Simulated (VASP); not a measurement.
Computed with PBE GGA with D3 dispersion (zero damping), VASP's PBE PAW potentials (set 64) (plane waves; VASP 6.6.1).

VASP ran on this input.

POSCAR:
```
Tc
1
    1.3700000000    -2.3729100000     0.0000000000
    1.3700000000     2.3729100000     0.0000000000
    0.0000000000     0.0000000000     4.3900000000
Tc
2
Direct
  0.3333330000   0.6666670000   0.2500000000
  0.6666670000   0.3333330000   0.7500000000
```

**INCAR**
```
# general
SYSTEM   =  Tc
PREC     =  Accurate
ENCUT    =  520
LREAL    =  .FALSE.
LASPH    =  .TRUE.

# electronic loop
EDIFF    =  1E-6
NELM     =  100
ALGO     =  Normal
LMAXMIX  =  4

# smearing
ISMEAR   =  1
SIGMA    =  0.1

# functional
GGA      =  PE
IVDW     =  11

# ions
IBRION   =  2
NSW      =  60
ISIF     =  3
EDIFFG   =  -0.01

# output
LWAVE    =  .FALSE.
LCHARG   =  .FALSE.
```

KPOINTS:
```
Automatic mesh
0
Gamma
14 14 8
0 0 0
```

POTCAR, in this order: Tc_pv (PBE.64 set). Program: vasp_std.

What VASP printed:

### OSZICAR
```
       N       E                     dE             d eps       ncg     rms          rms(c)
DAV:   1     0.311861710845E+03    0.31186E+03   -0.16940E+04  4104   0.162E+03
DAV:   2    -0.139751651476E+02   -0.32584E+03   -0.32266E+03  4436   0.455E+02
DAV:   3    -0.220604591115E+02   -0.80853E+01   -0.78699E+01  4923   0.820E+01
DAV:   4    -0.221496347136E+02   -0.89176E-01   -0.87688E-01  4448   0.807E+00
DAV:   5    -0.221504614204E+02   -0.82671E-03   -0.82647E-03  4572   0.739E-01    0.238E+01
DAV:   6    -0.208576263712E+02    0.12928E+01   -0.31414E+00  4326   0.176E+01    0.739E+00
DAV:   7    -0.207068332684E+02    0.15079E+00   -0.59534E-01  4670   0.695E+00    0.878E-01
DAV:   8    -0.206977686297E+02    0.90646E-02   -0.10852E-02  4195   0.115E+00    0.293E-01
DAV:   9    -0.206977231689E+02    0.45461E-04   -0.54591E-04  4810   0.209E-01    0.214E-02
DAV:  10    -0.206977185999E+02    0.45690E-05   -0.14992E-05  4332   0.337E-02    0.907E-03
DAV:  11    -0.206977178946E+02    0.70530E-06   -0.54155E-07  2166   0.851E-03
   1 F= -.21783039E+02 E0= -.21782646E+02  d E =-.217830E+02
       N       E                     dE             d eps       ncg     rms          rms(c)
DAV:   1    -0.217513905970E+02   -0.10537E+01   -0.33837E+01  4182   0.690E+01    0.131E+01
DAV:   2    -0.206053182243E+02    0.11461E+01   -0.31508E+00  4180   0.192E+01    0.183E+00
DAV:   3    -0.205447361592E+02    0.60582E-01   -0.40909E-01  4468   0.622E+00    0.197E+00
DAV:   4    -0.205647961274E+02   -0.20060E-01   -0.16392E-02  4224   0.108E+00    0.200E-01
DAV:   5    -0.205664828714E+02   -0.16867E-02   -0.42568E-03  4538   0.596E-01    0.530E-02
DAV:   6    -0.205665345993E+02   -0.51728E-04   -0.15237E-04  4163   0.117E-01    0.225E-02
DAV:   7    -0.205665331477E+02    0.14515E-05   -0.20740E-06  3322   0.134E-02    0.212E-03
DAV:   8    -0.205665333818E+02   -0.23411E-06   -0.30472E-07  2060   0.554E-03
   2 F= -.21731852E+02 E0= -.21731690E+02  d E =0.511866E-01
       N       E                     dE             d eps       ncg     rms          rms(c)
DAV:   1    -0.213584579292E+02   -0.79192E+00   -0.20202E+01  4234   0.560E+01    0.869E+00
DAV:   2    -0.207028260739E+02    0.65563E+00   -0.18902E+00  4252   0.143E+01    0.138E+00
DAV:   3    -0.206731910863E+02    0.29635E-01   -0.23766E-01  4441   0.464E+00    0.116E+00
DAV:   4    -0.206848766403E+02   -0.11686E-01   -0.12629E-02  4121   0.881E-01    0.339E-01
DAV:   5    -0.206845126544E+02    0.36399E-03   -0.20988E-03  4529   0.436E-01    0.445E-02
DAV:   6    -0.206846686540E+02   -0.15600E-03   -0.10026E-04  4185   0.810E-02    0.724E-03
DAV:   7    -0.206846688475E+02   -0.19351E-06   -0.19387E-06  3813   0.108E-02
   3 F= -.21789075E+02 E0= -.21788718E+02  d E =-.603578E-02
```

### OUTCAR
```
------------------------ aborting loop because EDIFF is reached ----------------------------------------
 Edisp (eV)   -1.10441
  FORCE on cell =-STRESS in cart. coord.  units (eV):
  Direction    XX          YY          ZZ          XY          YZ          ZX
  --------------------------------------------------------------------------------------
  Total      -0.01911    -0.01911    -0.01641    -0.00000     0.00000    -0.00000
  in kB      -1.08820    -1.08820    -0.93463    -0.00000     0.00000    -0.00000
  external pressure =       -1.04 kB  Pullay stress =        0.00 kB
  volume of cell :       28.13
      direct lattice vectors                 reciprocal lattice vectors
     1.363465720 -2.361592289 -0.000000000     0.366712557 -0.211721558 -0.000000000
     1.363465720  2.361592289  0.000000000     0.366712557  0.211721558 -0.000000000
     0.000000000 -0.000000000  4.368270904     0.000000000 -0.000000000  0.228923531
 POSITION                                       TOTAL-FORCE (eV/Angst)
 -----------------------------------------------------------------------------------
      1.36347      0.78720      1.09207         0.000000      0.000000      0.000000
      1.36347     -0.78720      3.27620        -0.000000     -0.000000      0.000000
 -----------------------------------------------------------------------------------
    total drift:                               -0.000025      0.000610     -0.000043
  FREE ENERGIE OF THE ION-ELECTRON SYSTEM (eV)
  ---------------------------------------------------
  free  energy   TOTEN  =       -21.7890745181 eV

  energy  without entropy=      -21.7880043658  energy(sigma->0) =      -21.78871780

 reached required accuracy - stopping structural energy minimisation
```
(Selected blocks of OUTCAR.)

### CONTCAR
```
Tc
   1.00000000000000
     1.3634657199585580   -2.3615922893450181   -0.0000000000000000
     1.3634657199585580    2.3615922893450181    0.0000000000000000
     0.0000000000000000   -0.0000000000000000    4.3682709038030385
  Tc
     2
Direct
     0.3333330000000032    0.6666669999999968    0.2500000000000000
     0.6666669999999968    0.3333330000000032    0.7500000000000000
```

OUTCAR:
```
 val. band max:       12.9116992297   @ k =   0.1429   0.1429   0.1250

 cond. band min:      12.9175064345   @ k =   0.2857   0.0714   0.5000


 Fermi energy:        12.9161935461

 k-point     1 :       0.0000    0.0000    0.0000
  band No.  band energies     occupation
      1     -26.5508      2.00000
      2     -25.3800      2.00000
      3     -25.3800      2.00000
      4     -25.1826      2.00000
      5     -25.1826      2.00000
      6     -25.1408      2.00000
      7       5.5602      2.00000
      8       7.4161      2.00000
      9      11.3529      2.00000
     10      11.3529      2.00000
     11      11.4365      2.00000
     12      12.0933      2.00000
     13      12.0933      2.00000
     14      12.8036      2.06749
     15      12.8036      2.06747
     16      14.6840     -0.00000
     17      15.5371      0.00000

 k-point     2 :       0.0714    0.0000    0.0000
  band No.  band energies     occupation
      1     -26.5289      2.00000
      2     -25.4296      2.00000
      3     -25.3962      2.00000
      4     -25.2342      2.00000
      5     -25.1894      2.00000
      6     -25.1501      2.00000
      7       5.7559      2.00000
      8       7.5754      2.00000
      9      10.9506      2.00000
     10      11.5209      2.00000
     11      11.7786      2.00000
     12      11.9929      2.00000
     13      12.2500      2.00000
     14      12.5544      2.00000
     15      12.6697      2.00270
     16      13.6536     -0.00000
     17      15.6228      0.00000

 k-point     3 :       0.1429    0.0000    0.0000
  band No.  band energies     occupation
      1     -26.4653      2.00000
      2     -25.5688      2.00000
      3     -25.4405      2.00000
      4     -25.3761      2.00000
      5     -25.2095      2.00000
      6     -25.1783      2.00000
      7       6.3038      2.00000
      8       7.9797      2.00000
      9      10.4605      2.00000
     10      11.6153      2.00000
     11      11.6920      2.00000
...
```

The compound is Tc in the hcp structure. This run relaxes it. Symmetry was kept, so distortions that lower it aren't found.
